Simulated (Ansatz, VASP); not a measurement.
# Cross-check of NaCuCl2 (CuAu-ordered zincblende type (invented)) between VASP and Ansatz

One calculation is typed for both programs; each brings its own data sets. How far apart do they land? The cell is generated by rule, not measured, and may not be a known phase. The cell is taken from a series of runs on this material, whose earlier steps may have relaxed, scaled, displaced or heated it; both programs get it as it stands.

Main program and level: Ansatz 0.2.0; plane waves, with VASP 6.6.1 beside it; zone-centre phonons at PBEsol.

### Step 1. Starting point

The structure is tetragonal, space group P-4m2 (No. 115). Conventional cell: a = 3.994 Å, b = 3.994 Å, c = 5.788 Å, α = 90.00°, β = 90.00°, γ = 90.00°. Nearest to Na lie 4 Cl at 2.64 Å. Nearest to Cu lie 4 Cl at 2.31 Å. Nearest to Cl lie 2 Cu at 2.31 Å and 2 Na at 2.64 Å. Farther neighbours and most contacts between anions are not listed.

### Step 2. VASP: zone-centre phonons, PBEsol

Second derivatives magnify differences that forces hide, and they need a tight electronic threshold.

Lines of VASP's logs that name or quote its potential files are left out, and so is its time.

File INCAR:

```
SYSTEM = NaCuCl2
PREC = Accurate
ENCUT = 600
EDIFF = 1E-08
NELM = 120
ISMEAR = -1
SIGMA = 0.05
LREAL = .FALSE.
ALGO = Normal
GGA = PS
NELECT = 31.84
NBANDS = 21
LASPH = .TRUE.
LORBIT = 11
LWAVE = .FALSE.
LCHARG = .FALSE.
ISIF = 2
IBRION = 8
GGA_COMPAT = .FALSE.
KPAR = 2
```

File POSCAR:

```
NaCuCl2
1.0
    3.9943987053      0.0000000000      0.0000000000
    0.0000000000      3.9943987053      0.0000000000
    0.0000000000      0.0000000000      5.7884536480
Na Cu Cl
1 1 2
Direct
    0.0000000000      0.0000000000      0.0000000000
    0.5000000000      0.5000000000      0.5000000000
    0.0000000000      0.5000000000      0.2978365593
    0.5000000000      0.0000000000      0.7021634407
```

File KPOINTS:

```
Automatic mesh
0
Gamma
8 8 6
0 0 0
```

The projector-augmented-wave data sets are Na_pv, Cu and Cl (PBE family, release 64).

Run with:

```bash
> mpirun -np 2 vasp_std
```

Numbers of over 12 decimals in the logs are rounded to 6 here.

The program printed:

```text
[banner, memory and clock lines left out]
running    2 mpi-ranks, on    1 nodes
 distrk:  each k-point on    1 cores,    2 groups
 distr:  one band on    1 cores,    1 groups

 POSCAR found type information on POSCAR NaCuCl
 POSCAR found :  3 types and       4 ions
|                                                                             |
|               ----> ADVICE to this user running VASP <----                  |
|                                                                             |
|     You enforced a specific xc type in the INCAR file but a different       |
|     [... a line on the potential file left out ...]
|     I HOPE YOU KNOW WHAT YOU ARE DOING!                                     |
|                                                                             |

 LDA part: xc-table for (Slater+PW92), standard interpolation
 POSCAR, INCAR and KPOINTS ok, starting setup
 FFT: planning ... GRIDC
 FFT: planning ... GRID_SOFT
 FFT: planning ... GRID
 WAVECAR not read
 entering main loop
       N       E                     dE             d eps       ncg     rms          rms(c)
DAV:   1     0.303400356986E+03    0.30340E+03   -0.15211E+04  2520   0.174E+03
DAV:   2     0.266871410375E+02   -0.27671E+03   -0.26278E+03  2605   0.403E+02
DAV:   3    -0.127838720530E+02   -0.39471E+02   -0.38514E+02  3434   0.154E+02
DAV:   4    -0.147204942362E+02   -0.19366E+01   -0.19287E+01  3185   0.349E+01
DAV:   5    -0.148132089174E+02   -0.92715E-01   -0.92686E-01  3691   0.793E+00BRMIX: very serious problems
 the old and the new charge density differ
 old charge density:    32.00000 new   31.84000
BRMIX: very serious problems
 the old and the new charge density differ
 old charge density:    32.00000 new   31.84000
    0.667E+00
DAV:   6    -0.144324865228E+02    0.38072E+00   -0.93125E+00  3873   0.597E+01    0.480E+00
DAV:   7    -0.140949997732E+02    0.33749E+00   -0.23219E+00  3320   0.456E+01    0.242E+00
DAV:   8    -0.141103536306E+02   -0.15354E-01   -0.25522E-01  3950   0.574E+00    0.100E+00
DAV:   9    -0.141089530063E+02    0.14006E-02   -0.58564E-02  3526   0.593E+00    0.160E-01
DAV:  10    -0.141110298563E+02   -0.20768E-02   -0.88781E-03  3572   0.169E+00    0.884E-02
DAV:  11    -0.141116734220E+02   -0.64357E-03   -0.14662E-03  3275   0.265E-01    0.362E-02
DAV:  12    -0.141116710271E+02    0.23950E-05   -0.17368E-04  3672   0.154E-01    0.218E-02
DAV:  13    -0.141116674388E+02    0.35883E-05   -0.28291E-05  3978   0.107E-01    0.678E-03
DAV:  14    -0.141116701748E+02   -0.27361E-05   -0.93254E-06  3825   0.247E-02    0.369E-03
DAV:  15    -0.141116705402E+02   -0.36540E-06   -0.64594E-07  3588   0.181E-02    0.340E-03
DAV:  16    -0.141116704259E+02    0.11432E-06   -0.10061E-06  3435   0.257E-02    0.113E-03
DAV:  17    -0.141116703989E+02    0.26955E-07   -0.17126E-07  3060   0.256E-03    0.458E-04
DAV:  18    -0.141116704007E+02   -0.17740E-08   -0.66855E-09  2020   0.200E-03
   1 F= -.14111670E+02 E0= -.14100387E+02  d E =-.225677E-01
 Linear response reoptimize wavefunctions to high precision
DAV:   1    -0.141116704110E+02   -0.10289E-07   -0.42813E-09  2269   0.570E-04
DAV:   2    -0.141116704111E+02   -0.84583E-10   -0.67826E-10  1825   0.306E-04
 Linear response DOF=           7
 Linear response progress:
  Degree of freedom:   1/  7
       N       E                     dE             d eps       ncg     rms          rms(c)
RMM:   1    -0.158642320757E+00   -0.15864E+00   -0.34388E-01  6157   0.495E+00
RMM:   2    -0.162454068423E+00   -0.38117E-02   -0.23225E-02  9097   0.804E-01    0.233E-02
RMM:   3    -0.162574343502E+00   -0.12028E-03   -0.71911E-04 10534   0.151E-01    0.123E-02
RMM:   4    -0.162624804820E+00   -0.50461E-04   -0.57416E-05 12258   0.477E-02    0.240E-03
RMM:   5    -0.162629940125E+00   -0.51353E-05   -0.37294E-06 12718   0.139E-02    0.166E-03
RMM:   6    -0.162638034208E+00   -0.80941E-05   -0.99485E-07 11610   0.643E-03    0.810E-04
RMM:   7    -0.162640245635E+00   -0.22114E-05   -0.28051E-07 12697   0.293E-03    0.298E-04
RMM:   8    -0.162639869783E+00    0.37585E-06   -0.85517E-08 11933   0.157E-03    0.215E-04
RMM:   9    -0.162640013679E+00   -0.14390E-06   -0.32341E-08 12300   0.879E-04    0.519E-05
RMM:  10    -0.162639920553E+00    0.93126E-07   -0.85537E-09 13227   0.451E-04    0.351E-05
RMM:  11    -0.162639805448E+00    0.11511E-06   -0.57280E-09 11926   0.259E-04    0.101E-05
RMM:  12    -0.162639811324E+00   -0.58763E-08   -0.32579E-09 13146   0.160E-04    0.290E-06
 first order change of Fermi-energy   0.66355E-05
 force on displaced ion       1 direction 1 :  -1.977   0.000  -0.000
 Linear response progress:
  Degree of freedom:   2/  7
       N       E                     dE             d eps       ncg     rms          rms(c)
RMM:   1    -0.159509364303E+00   -0.15951E+00   -0.30181E-01  4977   0.532E+00
RMM:   2    -0.163273348050E+00   -0.37640E-02   -0.22517E-02  6897   0.891E-01    0.248E-02
RMM:   3    -0.163427679731E+00   -0.15433E-03   -0.84753E-04  8246   0.177E-01    0.147E-02
RMM:   4    -0.163468234273E+00   -0.40555E-04   -0.49646E-05  8829   0.512E-02    0.426E-03
RMM:   5    -0.163473044211E+00   -0.48099E-05   -0.60431E-06  9853   0.153E-02    0.304E-03
RMM:   6    -0.163469278705E+00    0.37655E-05   -0.15448E-06  8902   0.776E-03    0.664E-04
[...]
RMM:  11    -0.246589411006E+00   -0.69220E-08   -0.12833E-09 11238   0.772E-05    0.793E-06
 first order change of Fermi-energy   0.23475E-03
 force on displaced ion       2 direction 1 :  -2.979   0.000   0.000
 Linear response progress:
  Degree of freedom:   4/  7
       N       E                     dE             d eps       ncg     rms          rms(c)
RMM:   1    -0.248515379017E+00   -0.24852E+00   -0.14291E-01  5836   0.553E+00
RMM:   2    -0.248514430888E+00    0.94813E-06   -0.95950E-03  6967   0.960E-01    0.108E-01
RMM:   3    -0.248809600658E+00   -0.29517E-03   -0.13488E-03  8477   0.245E-01    0.460E-02
RMM:   4    -0.248897354884E+00   -0.87754E-04   -0.11595E-04  9311   0.669E-02    0.226E-02
RMM:   5    -0.248976046739E+00   -0.78692E-04   -0.22654E-05  8097   0.328E-02    0.521E-03
RMM:   6    -0.248998475691E+00   -0.22429E-04   -0.29079E-06  9441   0.112E-02    0.298E-03
RMM:   7    -0.249000554568E+00   -0.20789E-05   -0.16601E-07  7587   0.471E-03    0.526E-04
RMM:   8    -0.249000772937E+00   -0.21837E-06   -0.19764E-08  7610   0.253E-03    0.297E-04
RMM:   9    -0.249000233771E+00    0.53917E-06   -0.24503E-08  8040   0.114E-03    0.196E-04
RMM:  10    -0.248999527119E+00    0.70665E-06   -0.23985E-08  7936   0.575E-04    0.138E-04
RMM:  11    -0.248999731079E+00   -0.20396E-06    0.16988E-08  9108   0.294E-04    0.541E-05
RMM:  12    -0.249000188102E+00   -0.45702E-06   -0.41856E-09  8207   0.149E-04    0.201E-05
RMM:  13    -0.249000149920E+00    0.38182E-07   -0.34383E-09  9846   0.648E-05    0.118E-05
RMM:  14    -0.249000139359E+00    0.10561E-07   -0.41200E-09  8274   0.507E-05    0.221E-06
RMM:  15    -0.249000132928E+00    0.64313E-08   -0.51714E-09  8920   0.386E-05    0.142E-06
 first order change of Fermi-energy  -0.60296E-03
 force on displaced ion       2 direction 3 :   0.000   0.000  -2.638
 Linear response progress:
  Degree of freedom:   5/  7
       N       E                     dE             d eps       ncg     rms          rms(c)
RMM:   1    -0.195867922135E+00   -0.19587E+00    0.60718E-02 12415   0.284E+00
RMM:   2    -0.193321484710E+00    0.25464E-02   -0.14320E-02  9685   0.106E+00    0.133E-01
RMM:   3    -0.194194963576E+00   -0.87348E-03   -0.37032E-03 11307   0.384E-01    0.522E-02
RMM:   4    -0.194638502950E+00   -0.44354E-03   -0.21269E-04 10939   0.957E-02    0.227E-02
RMM:   5    -0.194911243498E+00   -0.27274E-03   -0.59109E-05 10676   0.404E-02    0.726E-03
RMM:   6    -0.194775646202E+00    0.13560E-03   -0.94326E-06  9971   0.191E-02    0.361E-03
RMM:   7    -0.194825930312E+00   -0.50284E-04   -0.17591E-06  9858   0.863E-03    0.998E-04
RMM:   8    -0.194835125386E+00   -0.91951E-05   -0.30581E-07 11460   0.300E-03    0.582E-04
RMM:   9    -0.194838191985E+00   -0.30666E-05   -0.74178E-08 11121   0.130E-03    0.204E-04
RMM:  10    -0.194837885904E+00    0.30608E-06   -0.23105E-08 10964   0.491E-04    0.630E-05
RMM:  11    -0.194837599713E+00    0.28619E-06   -0.24436E-08 10917   0.244E-04    0.228E-05
RMM:  12    -0.194837515900E+00    0.83814E-07   -0.24409E-08 10875   0.172E-04    0.102E-05
RMM:  13    -0.194837585170E+00   -0.69270E-07   -0.24831E-08 12271   0.116E-04    0.628E-06
RMM:  14    -0.194837586461E+00   -0.12915E-08   -0.23613E-08 12144   0.102E-04    0.185E-06
 first order change of Fermi-energy   0.66458E-04
 force on displaced ion       3 direction 1 :  -4.140   0.000  -0.000
 Linear response progress:
  Degree of freedom:   6/  7
       N       E                     dE             d eps       ncg     rms          rms(c)
RMM:   1    -0.206138373837E+00   -0.20614E+00   -0.67943E-02 13050   0.232E+00
RMM:   2    -0.195323912824E+00    0.10814E-01   -0.95277E-03 10120   0.860E-01    0.640E-02
RMM:   3    -0.195836826287E+00   -0.51291E-03   -0.11665E-03 11675   0.236E-01    0.302E-02
RMM:   4    -0.196153404913E+00   -0.31658E-03   -0.66538E-05 11095   0.623E-02    0.163E-02
RMM:   5    -0.196380527910E+00   -0.22712E-03   -0.21352E-05 10720   0.280E-02    0.664E-03
RMM:   6    -0.196308469302E+00    0.72059E-04   -0.21024E-06  9890   0.106E-02    0.121E-03
RMM:   7    -0.196341404120E+00   -0.32935E-04   -0.50604E-07 10604   0.448E-03    0.763E-04
RMM:   8    -0.196336085786E+00    0.53183E-05   -0.57220E-08 11260   0.137E-03    0.170E-04
RMM:   9    -0.196337348564E+00   -0.12628E-05   -0.10308E-08 11170   0.493E-04    0.148E-04
RMM:  10    -0.196337425484E+00   -0.76920E-07   -0.10230E-08 10990   0.227E-04    0.551E-05
RMM:  11    -0.196337386079E+00    0.39406E-07   -0.65825E-09 11181   0.147E-04    0.635E-06
RMM:  12    -0.196337516012E+00   -0.12993E-06   -0.58626E-09 11753   0.999E-05    0.732E-06
RMM:  13    -0.196337501015E+00    0.14997E-07   -0.55861E-09 11649   0.845E-05    0.234E-06
RMM:  14    -0.196337502297E+00   -0.12811E-08   -0.56702E-09 11174   0.773E-05    0.734E-07
 first order change of Fermi-energy   0.13000E-03
 force on displaced ion       3 direction 2 :   0.000  -2.872  -0.000
 Linear response progress:
  Degree of freedom:   7/  7
       N       E                     dE             d eps       ncg     rms          rms(c)
RMM:   1    -0.220668209987E+00   -0.22067E+00   -0.68675E-02  9799   0.272E+00
RMM:   2    -0.208454844673E+00    0.12213E-01   -0.11501E-02  8054   0.967E-01    0.107E-01
RMM:   3    -0.209035477683E+00   -0.58063E-03   -0.16062E-03  7871   0.288E-01    0.429E-02
RMM:   4    -0.209343095946E+00   -0.30762E-03   -0.15019E-04  7720   0.109E-01    0.236E-02
RMM:   5    -0.209474637205E+00   -0.13154E-03   -0.45308E-05  6923   0.807E-02    0.110E-02
RMM:   6    -0.209484986650E+00   -0.10349E-04   -0.21090E-05  8080   0.303E-02    0.611E-03
RMM:   7    -0.209438468005E+00    0.46519E-04   -0.28339E-06  8151   0.107E-02    0.207E-03
RMM:   8    -0.209453511936E+00   -0.15044E-04   -0.34655E-07  8137   0.409E-03    0.937E-04
RMM:   9    -0.209449978571E+00    0.35334E-05   -0.75448E-08  7684   0.183E-03    0.182E-04
RMM:  10    -0.209448328962E+00    0.16496E-05   -0.42567E-08  8646   0.731E-04    0.113E-04
RMM:  11    -0.209448506082E+00   -0.17712E-06   -0.21888E-08  8992   0.318E-04    0.435E-05
RMM:  12    -0.209448522305E+00   -0.16223E-07   -0.23183E-08  8037   0.177E-04    0.213E-05
RMM:  13    -0.209448497960E+00    0.24345E-07   -0.22732E-08  8732   0.125E-04    0.677E-06
RMM:  14    -0.209448501668E+00   -0.37083E-08   -0.24143E-08  9328   0.974E-05    0.305E-06
 first order change of Fermi-energy   0.76374E+00
 force on displaced ion       3 direction 3 :   0.000   0.000  -4.034
 Linear response finished
```

(Continued in part 2 of 2.)

[Lines on the potential files, build, host, timing and source positions are cut from VASP's logs without a mark.]

[Logs are printed without paths, hosts, clocks, repeated set-up lines and the standing remarks that a program may print on its own settings, such as how far it seeks lower states.]

[Hosts, paths, dates, database ids (printed as entryN), source tags and the programs' standing remarks are cut or masked in the printed files.]
